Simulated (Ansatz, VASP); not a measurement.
# As (arsenene 3 layers, AB): VASP beside Ansatz

Wanted: the spread between two codes on one cell, functional and k mesh. The structure shown is the start of the Ansatz relaxation below; VASP solves that cell, so the two are compared at the walk's first step.

Calculated with Ansatz 0.2.0; plane waves, with VASP 6.6.1 beside it; single point at PBE with D3(BJ).

### 1. The starting structure

The cell holds 6 atoms: 6 As. Cell: a = 3.610 Å, b = 3.610 Å, c = 51.400 Å, α = 90.0°, β = 90.0°, γ = 120.0°. Vacuum lies along c.

### 2. Ansatz: relaxation, PBE with D3(BJ)

Ansatz runs on its PAW soft_1 files.

The two programs are compared at the cell with which this relaxation starts, whose forces are those of its first step.

Contents of input.yaml:

```yaml
crystal:
  lattice:
    - [3.61, 0.0, 0.0]
    - [-1.805, 3.1263517077, 0.0]
    - [0.0, 0.0, 51.3999999983]
  atoms:
    - { symbol: As, position: [0.6666666667, 0.3333333333, 0.4007782101] }
    - { symbol: As, position: [0.3333333333, 0.6666666667, 0.4280155642] }
    - { symbol: As, position: [0.0, 0.0, 0.486381323] }
    - { symbol: As, position: [0.6666666667, 0.3333333333, 0.513618677] }
    - { symbol: As, position: [0.6666666667, 0.3333333333, 0.5719844358] }
    - { symbol: As, position: [0.3333333333, 0.6666666667, 0.5992217899] }
  periodic: [true, true, false]
kpoints:
  mp_grid: { grid: [12, 12, 1] }
hamiltonian:
  xc: pbe
  dispersion: d3bj
  pseudopotentials: { kind: paw, azcp: { folder: soft_1 } }
scf:
  occupations: { method: fermi_dirac, width: 0.05 }
  convergence: { dr2_threshold: 1.0e-09 }
relax:
  f_tol: 0.004
  max_steps: 90
  cell: {}
output:
  write_potential: true
  write_density: true
  volumetric_format: npy
```

Run with:

```bash
$ ansatz run input.yaml --threads 4 --pin off --max-ram 16384MiB --backend cpu --events-out ev --progress --plain --runs-dir out
```

Numbers of over 12 decimals in the logs are rounded to 6 here.

Log:

```text
Warning: relax.cell: scf.convergence.dr2_threshold = 1e-9 eV is looser than the 1.47044407391e-10 eV advised for a relaxation that steers and ends on the stress (1e-10 eV for each atom of the cell: 6, times the square of relax.cell.stress_2d_tol = 0.05 N/m over 20.2 Å (the atoms' height at the walk's start and 5 Å past either face), 2.475e-2 GPa, over a crystal's default 0.05). What an SCF threshold leaves in a stress goes as its square root, and in the free energy as the threshold itself, and one threshold admits the most on a small cell: [figures from the program's tests cut] Set scf.convergence.dr2_threshold to 1.47044407391e-10 eV or tighter. [rest of the remark cut]
Engine: ansatz 0.2.0, aarch64-unknown-linux-gnu
Pseudopotentials: kind: paw
Pseudopotential: As, paw, valence charge 15, recommended cutoff 420 eV (normal), soft_1/As.paw.azcp
Functional definition: PBE
  parameter kappa = 0.804
  parameter beta = 0.066725
  exchange = pbe_x(kappa = kappa, mu = beta*pi^2/3)
  correlation = pbe_c(beta = beta)
Crystal: 6 atoms, lattice volume = 580.107 Å³
Basis set: ecut = 420 eV, 11223 PW (Γ), exchange–correlation on 50×50×720 points (8 copies of the dense FFT grid, shifted against one another)
Bands: 54, of which v1, the nominal top of the filled ones, is band 45 counted from 1 (44 counted from 0)
Symmetry: 6 space group operations
Space group: P3m1 (ITA 156), of the structure as read, at distance tolerance 8.3e-5 Å
k-points: 19 of 144 (time reversal used)
Non-local potential: As, projectors of the file, l = 0: 2, l = 1: 2, l = 2: 3, l = 3: 1
PAW form: soft (Blöchl's): semilocal exchange-correlation on the pseudo side does not see the compensation charge
PAW one-centre angular grid: As, 590 points (default); XC on 64 Gauss nodes
Initial density: superposition of atomic densities (neutral atoms: chi_scale 0, normalization atom)
Initial wavefunctions: pseudopotential atomic-orbital guess
Functional: x = pbe(κ = 0.804, μ = 0.219515), c = pbe(β = 0.066725)
iter 1 solved again at ethr=8.59e-4 eV; its pass at ethr=3.10e-3 eV (dr2=7.73e-1 eV) is discarded
SCF iter   1: F=—  HF=-29138.435773 eV  |F-HF|=—  |Δ(HF+E_count)|=         —  Δρ=1.26e-2  dr2=7.75e-1  ethr=8.59e-4  ⟨swp⟩=1.9  Hψ=6465  notcnv=0
preconditioner: auto → LDOS  [metal: Δε(μ)=0.024 eV  Ē_g=8.851 eV  σ=0.050 eV  W_gap=0.12  n_scr=32 (ndim 8)  ℏωp=8.4 eV  f_vac=0.725  D(μ)=1.42/eV (n_scr^D=10)  β→1.0]
SCF iter   2: F=—  HF=-29138.326928 eV  |F-HF|=—  |Δ(HF+E_count)|=   1.09e-1  Δρ=1.61e-3  dr2=3.33e-2  ethr=8.59e-4  ⟨swp⟩=3.5  Hψ=1656  notcnv=0
SCF iter   3: F=—  HF=-29138.330155 eV  |F-HF|=—  |Δ(HF+E_count)|=   3.23e-3  Δρ=8.73e-4  dr2=2.28e-2  ethr=3.70e-5  ⟨swp⟩=3.1  Hψ=2401  notcnv=0
SCF iter   4: F=—  HF=-29138.325831 eV  |F-HF|=—  |Δ(HF+E_count)|=   4.32e-3  Δρ=2.45e-4  dr2=1.51e-3  ethr=2.53e-5  ⟨swp⟩=2.1  Hψ=1416  notcnv=0
SCF iter   5: F=—  HF=-29138.325483 eV  |F-HF|=—  |Δ(HF+E_count)|=   3.48e-4  Δρ=1.36e-4  dr2=4.16e-4  ethr=1.67e-6  ⟨swp⟩=2.9  Hψ=1899  notcnv=0
SCF iter   6: F=—  HF=-29138.325413 eV  |F-HF|=—  |Δ(HF+E_count)|=   7.01e-5  Δρ=3.09e-5  dr2=7.10e-5  ethr=4.63e-7  ⟨swp⟩=3.4  Hψ=1762  notcnv=0
SCF iter   7: F=—  HF=-29138.325412 eV  |F-HF|=—  |Δ(HF+E_count)|=   9.51e-7  Δρ=1.59e-5  dr2=1.93e-5  ethr=7.88e-8  ⟨swp⟩=2.3  Hψ=1326  notcnv=0
SCF iter   8: F=—  HF=-29138.325410 eV  |F-HF|=—  |Δ(HF+E_count)|=   2.21e-6  Δρ=6.56e-6  dr2=2.48e-6  ethr=2.14e-8  ⟨swp⟩=2.7  Hψ=1320  notcnv=0
SCF iter   9: F=—  HF=-29138.325418 eV  |F-HF|=—  |Δ(HF+E_count)|=   8.41e-6  Δρ=3.01e-6  dr2=2.75e-7  ethr=2.76e-9  ⟨swp⟩=2.9  Hψ=1362  notcnv=0
SCF iter  10: F=—  HF=-29138.325418 eV  |F-HF|=—  |Δ(HF+E_count)|=   1.10e-8  Δρ=9.70e-7  dr2=3.59e-8  ethr=3.06e-10  ⟨swp⟩=2.7  Hψ=1923  notcnv=0
SCF iter  11: F=—  HF=-29138.325418 eV  |F-HF|=—  |Δ(HF+E_count)|=   9.12e-9  Δρ=3.03e-7  dr2=3.92e-9  ethr=3.99e-11  ⟨swp⟩=2.1  Hψ=1406  notcnv=0
SCF iter  12: F=-29138.325418 eV  HF=-29138.325418 eV  |F-HF|=8.00e-10  |Δ(HF+E_count)|=   2.66e-9  Δρ=8.71e-8  dr2=3.61e-10  ethr=1.11e-12  ⟨swp⟩=10.3  Hψ=6593  notcnv=0
SCF 1 converged in 12 iterations: F = -29138.325418 eV  dr2 = 3.61e-10
  greatest PAW one-centre occupation: 0.999 electrons in one spin orbital (limit 2), on the As atom at site 2 (counted from 0), in its partial waves of l = 2
[...]
Initial wavefunctions: pseudopotential atomic-orbital guess (no wavefunctions were taken with the density)
iter 1 solved again at ethr=1.89e-7 eV; its pass at ethr=3.10e-3 eV (dr2=1.70e-4 eV) is discarded
SCF iter   1: F=—  HF=-29138.544389 eV  |F-HF|=—  |Δ(HF+E_count)|=         —  Δρ=1.18e-5  dr2=6.26e-8  ethr=1.89e-7  ⟨swp⟩=5.8  Hψ=8828  notcnv=0
eigensolver tolerance schedule: the retry pair's looser diagonalisation over-reported the residual by 2715.86 of it (diagonalisation noise at 0.20 of the residual, at the tolerance the schedule requests for it); recorded, not acted on — ethr = c·dr2/N_el stays at c = 1.0e-1
SCF iter   2: F=—  HF=-29138.544554 eV  |F-HF|=—  |Δ(HF+E_count)|=   1.65e-4  Δρ=1.55e-6  dr2=1.78e-8  ethr=6.96e-11  ⟨swp⟩=4.9  Hψ=3157  notcnv=0
SCF iter   3: F=—  HF=-29138.544553 eV  |F-HF|=—  |Δ(HF+E_count)|=   1.23e-6  Δρ=6.99e-7  dr2=9.61e-9  ethr=1.98e-11  ⟨swp⟩=2.6  Hψ=1975  notcnv=0
SCF iter   4: F=—  HF=-29138.544554 eV  |F-HF|=—  |Δ(HF+E_count)|=   1.03e-6  Δρ=4.02e-7  dr2=6.29e-9  ethr=1.07e-11  ⟨swp⟩=3.1  Hψ=1916  notcnv=0
SCF iter   5: F=-29138.544554 eV  HF=-29138.544554 eV  |F-HF|=8.37e-10  |Δ(HF+E_count)|=   1.77e-7  Δρ=9.57e-8  dr2=2.05e-10  ethr=1.11e-12  ⟨swp⟩=12.4  Hψ=8071  notcnv=0
SCF 8 converged in 5 iterations: F = -29138.544554 eV  dr2 = 2.05e-10
relax step   8: F+E_penalty+E_count = -29138.54455439 eV  Δ(F+E_penalty+E_count) = -3.476e-4 eV  max|allowed force component| = 1.777e-3 eV/Å  Δτ_max = 0.0000 Å  P = -0.013 N/m  Ω = 588.423 Å³  fix = [c, alpha, beta]  reactions: c -0.000 N/m  stress off target by 1.34e-2 N/m on what of the cell is left free  SCF on the basis re-selected at this cell (its energy is not comparable with the rows above)  (5 SCF iters)
basis re-selected at this cell: Δ(F+E_penalty+E_count) = -3.476e-4 eV, ΔP = +0.005 N/m vs the last step (what re-selecting the basis moved, of the pressure what is left beyond the Pulay correction that the steps carried, after the strain that the cell walked since its last selection, with what the two solves' SCF thresholds leave and, on support functions, any second-order correction that the steps lacked; it is no m [...]
WARN: The output density's exchange-correlation potential varies sharply where the density is thin. Do not read a vacuum level from v_tot or v_xc, or from such a field of the output density. On a cell that repeats whose density bears no net charge and no dipole along the vacuum's axis use v_es (v_loc + v_h of the components); under efield.dipole_correction with no amplitude use v_es + v_field, which holds any externa [...]
SCF converged after 5 iterations
Free energy (F): -29138.544554 eV
Harris-Foulkes:  -29138.544554 eV  (|F-HF|=8.37e-10)
Internal energy: -29138.534692 eV  (E = F + TS)
E sigma→0 (E₀):  -29138.539623 eV
Entropy (-TS):   -0.009863 eV (-1.644 meV/atom)
Fermi energy:    -4.141992 eV
--- Per-component energies (eV) ---
  E_band       = -2750.079024
  E_kinetic    = 578.954894
  E_local      = -571173.633373  (includes V_loc(G=0)·N_el)
  E_nonlocal   = -2357.607033
  E_hartree    = 285657.579371
  E_xc         = -420.149883
  E_vxc        = -439.099330  (∫ρ·V_xc dr)
  E_paw        = -12080.412959  (= ΣΔE_a)
  E_vpaw       = -673.858347  (= ΣTr[D̂ρ^β])
  E_aug_tail   = -0.000046  (compensation charges beyond the density's cutoff)
  E_ewald      = 270658.588182
  E_disp       = -1.853844  (pairwise vdW)
  E_smearing   = -0.009863  (= −TS)
  E_closure    = -0.000000  (closes the sum)
  Σ components = -29138.544554   (vs F -29138.544554, Δ=0.00e0)
--- Forces (eV/Å), atoms counted from 1 ---
  atom   1  As     0.00000000    -0.00000000     0.00004911
  atom   2  As     0.00000000     0.00000000    -0.00015513
  atom   3  As     0.00000000    -0.00000000    -0.00032706
  atom   4  As    -0.00000000     0.00000000     0.00177663
  atom   5  As     0.00000000     0.00000000     0.00016068
  atom   6  As    -0.00000000    -0.00000000    -0.00150353
  max |Σ_I F_I| component: 7.10e-7 eV/Å
--- 2D stress c σ (N/m, compression-positive) ---
       -0.013408      -0.000000      -0.000000
       -0.000000      -0.013408      -0.000000
       -0.000000      -0.000000      -0.000000
  P = ½ c Tr σ = -0.0134 N/m
--- Band table (eV; the first three rows and the last of 19) ---
  k-point 0: bands = [... 41 lower, -5.5979, -5.4439, -5.4439, -4.3956, -3.8451, -3.2872, -2.6462, -2.6462, ... 5 higher]
  k-point 1: bands = [... 41 lower, -5.7094, -5.6383, -5.4901, -4.0744, -3.3412, -2.8590, -2.5742, -2.4482, ... 5 higher]
  k-point 2: bands = [... 41 lower, -6.0977, -6.0517, -5.4728, -4.7034, -3.2729, -3.0589, -2.3812, -2.0845, ... 5 higher]
  k-point 18: bands = [... 41 lower, -7.5869, -7.4483, -7.2968, -6.6712, -3.4145, -3.0876, -2.9294, -2.0179, ... 5 higher]
  the weakly bound empty levels are not read free of the cell's end (no_gap_told)
--- Relaxed structure (7 steps of the walk, 7 accepted, 1 SCFs on fresh bases) ---
  F+E_penalty+E_count = -29138.54455439 eV   max|allowed force component| = 1.777e-3 eV/Å   (the final SCF, on the basis selected at the relaxed cell)
  cell:  # Å, volume = 588.4228 Å³
    - [3.635782, 0.0, 0]
    - [-1.817891, 3.148680, 0]
    - [0, 0, 51.3999999983]
  atoms:
    - { symbol: As, position: [0.666667, 0.333333, 0.408012] }
    - { symbol: As, position: [0.333333, 0.666667, 0.434386] }
    - { symbol: As, position: [-2.46716227690889e-17, -1.8503717076816678e-17, 0.478095] }
    - { symbol: As, position: [0.666667, 0.333333, 0.504472] }
    - { symbol: As, position: [0.666667, 0.333333, 0.574097] }
    - { symbol: As, position: [0.333333, 0.666667, 0.600938] }
```

In the SCF lines HF is the Harris–Foulkes energy and dr2 the Hartree energy of the density residual, in eV; the loop may stop once dr2 is under the threshold and the program's other checks hold. Hψ counts applications of the Hamiltonian.

[end of part 1 of 2]

[Lines on the potential files, build, host, timing and source positions are cut from VASP's logs without a mark.]

[Logs are printed without paths, hosts, clocks, repeated set-up lines and the standing remarks that a program may print on its own settings, such as how far it seeks lower states.]

[Hosts, paths, dates, database ids (printed as entryN), source tags and the programs' standing remarks are cut or masked in the printed files.]
